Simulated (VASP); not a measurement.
Method: vdW-DF-cx, VASP's PBE PAW potentials (set 64) (plane waves; VASP).

Input for VASP

### POSCAR
```
CaO
2.4399890
  0.0000000000   0.9999999493   0.9999999493
  0.9999999493   0.0000000000   0.9999999493
  0.9999999493   0.9999999493   0.0000000000
Ca O
1 1
Cart
  0.0000000000   0.0000000000   0.0000000000
  0.9999999493   0.9999999493   0.9999999493
```

### INCAR
```
! general
SYSTEM    =  CaO
PREC      =  Accurate
ENCUT     =  520   ! plane-wave cut-off (eV)
LREAL     =  .FALSE.   ! projection in real space or not
LASPH     =  .TRUE.

! electronic loop
EDIFF     =  1E-7
NELM      =  100
ALGO      =  Normal   ! blocked Davidson

! smearing
ISMEAR    =  0   ! Gaussian
SIGMA     =  0.05   ! width (eV)

! functional
GGA       =  CX
LUSE_VDW  =  .TRUE.
AGGAC     =  0.0

! ions
ISIF      =  2   ! forces and stress, cell fixed

! output
LWAVE     =  .FALSE.
LCHARG    =  .FALSE.
```

KPOINTS:
```
Regular mesh
0
gamma
  10 10 10
0 0 0
```

POTCAR, in this order: Ca_sv O (PBE.64 set). Program: vasp_std.

What VASP printed:

### OSZICAR
```
       N       E                     dE             d eps       ncg     rms          rms(c)
DAV:   1     0.135592737991E+03    0.13559E+03   -0.85871E+03  1128   0.135E+03
DAV:   2    -0.369012658401E+01   -0.13928E+03   -0.13195E+03  1288   0.333E+02
DAV:   3    -0.104655312197E+02   -0.67754E+01   -0.67100E+01  1456   0.765E+01
DAV:   4    -0.106883342758E+02   -0.22280E+00   -0.22255E+00  1628   0.124E+01
DAV:   5    -0.106911425634E+02   -0.28083E-02   -0.28081E-02  1428   0.147E+00    0.831E+00
DAV:   6    -0.915289877270E+01    0.15382E+01   -0.83492E+00  1308   0.265E+01    0.375E+00
DAV:   7    -0.910183370010E+01    0.51065E-01   -0.70816E-01  1544   0.815E+00    0.175E+00
DAV:   8    -0.910115077937E+01    0.68292E-03   -0.81374E-02  1216   0.322E+00    0.419E-01
DAV:   9    -0.909950800793E+01    0.16428E-02   -0.23715E-02  1412   0.120E+00    0.138E-01
DAV:  10    -0.910001696995E+01   -0.50896E-03   -0.22654E-03  1200   0.512E-01    0.239E-02
DAV:  11    -0.910003216885E+01   -0.15199E-04   -0.22116E-04  1660   0.136E-01    0.190E-02
DAV:  12    -0.910002959786E+01    0.25710E-05   -0.15101E-05  1256   0.460E-02    0.753E-03
DAV:  13    -0.910002889973E+01    0.69813E-06   -0.59176E-06  1500   0.185E-02    0.218E-03
DAV:  14    -0.910002861773E+01    0.28199E-06   -0.40774E-07  1336   0.738E-03    0.708E-04
DAV:  15    -0.910002859072E+01    0.27013E-07   -0.66001E-08   676   0.237E-03
   1 F= -.91000286E+01 E0= -.91000286E+01  d E =-.877750E-17
```

### OUTCAR
```
------------------------ aborting loop because EDIFF is reached ----------------------------------------
  FORCE on cell =-STRESS in cart. coord.  units (eV):
  Direction    XX          YY          ZZ          XY          YZ          ZX
  --------------------------------------------------------------------------------------
  Total       -1.0600666     -1.0600666     -1.0600666     -0.0000000     -0.0000000      0.0000000
  in kB      -58.4588418    -58.4588418    -58.4588418     -0.0000000     -0.0000000      0.0000000
  external PRESSURE =     -58.4588418 kB  Pullay stress =       0.0000000 kB
  volume of cell :       29.05
      direct lattice vectors                 reciprocal lattice vectors
     0.000000000  2.439988876  2.439988876    -0.204918967  0.204918967  0.204918967
     2.439988876  0.000000000  2.439988876     0.204918967 -0.204918967  0.204918967
     2.439988876  2.439988876  0.000000000     0.204918967  0.204918967 -0.204918967
  FREE ENERGIE OF THE ION-ELECTRON SYSTEM (eV)
  ---------------------------------------------------
  free  energy   TOTEN  =        -9.1000285907 eV

  energy  without entropy=       -9.1000285907  energy(sigma->0) =       -9.10002859
```
(Selected blocks of OUTCAR.)

### OUTCAR
```
 val. band max:        1.9811365386   @ k =   0.0000   0.0000   0.0000

 cond. band min:       5.6189612672   @ k =   0.5000   0.5000   0.0000


 Fermi energy:         2.2545272385

 k-point     1 :       0.0000    0.0000    0.0000
  band No.  band energies     occupation
      1     -35.6617      2.00000
      2     -16.5444      2.00000
      3     -16.5444      2.00000
      4     -16.5444      2.00000
      5     -13.3681      2.00000
      6       1.9811      2.00000
      7       1.9811      2.00000
      8       1.9811      2.00000
      9       6.3632      0.00000
     10       8.0964      0.00000
     11       8.0964      0.00000
     12       8.0964      0.00000

 k-point     2 :       0.1000    0.0000    0.0000
  band No.  band energies     occupation
      1     -35.6536      2.00000
      2     -16.6571      2.00000
      3     -16.5491      2.00000
      4     -16.5491      2.00000
      5     -13.2478      2.00000
      6       1.6287      2.00000
      7       1.8525      2.00000
      8       1.8525      2.00000
      9       6.8135      0.00000
     10       8.0621      0.00000
     11       8.2588      0.00000
     12       8.2588      0.00000

 k-point     3 :       0.2000    0.0000    0.0000
  band No.  band energies     occupation
      1     -35.6324      2.00000
      2     -16.9208      2.00000
      3     -16.5613      2.00000
      4     -16.5613      2.00000
      5     -12.9619      2.00000
      6       0.8835      2.00000
      7       1.5427      2.00000
      8       1.5427      2.00000
      9       7.8025      0.00000
     10       8.1113      0.00000
     11       8.7069      0.00000
     12       8.7069      0.00000

 k-point     4 :       0.3000    0.0000    0.0000
  band No.  band energies     occupation
      1     -35.6059      2.00000
      2     -17.2036      2.00000
      3     -16.5762      2.00000
      4     -16.5762      2.00000
      5     -12.6494      2.00000
      6       0.1438      2.00000
...
```

The compound is CaO in the rock salt structure. This cell is one point of a volume scan, at 1.06 of the reference volume.
